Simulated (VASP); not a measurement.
Consider the following.

```
CELL_PARAMETERS angstrom
      0.00000     2.46478     2.46478
      2.46478     0.00000     2.46478
      2.46478     2.46478     0.00000
ATOMIC_POSITIONS crystal
  Pb 0.00000 0.00000 0.00000
```

Calculation: rev-vdW-DF2, VASP's PBE PAW potentials (set 64) (plane waves; VASP 6.6.1). Numerical set-up: 520 eV cut-off, 13×13×13 Γ-centred mesh, first-order Methfessel-Paxton smearing of 0.10 eV, potentials Pb_d.

Task: Give the stress tensor in GPa (positive for a compressed cell).

Result: 
```
1.63  0.00  0.00
0.00  1.63  0.00
0.00  0.00  1.63
```
The pressure is its mean diagonal, 1.63 GPa.

The compound is Pb in the fcc structure. This cell is one point of a volume scan, at 0.97 of the reference volume.
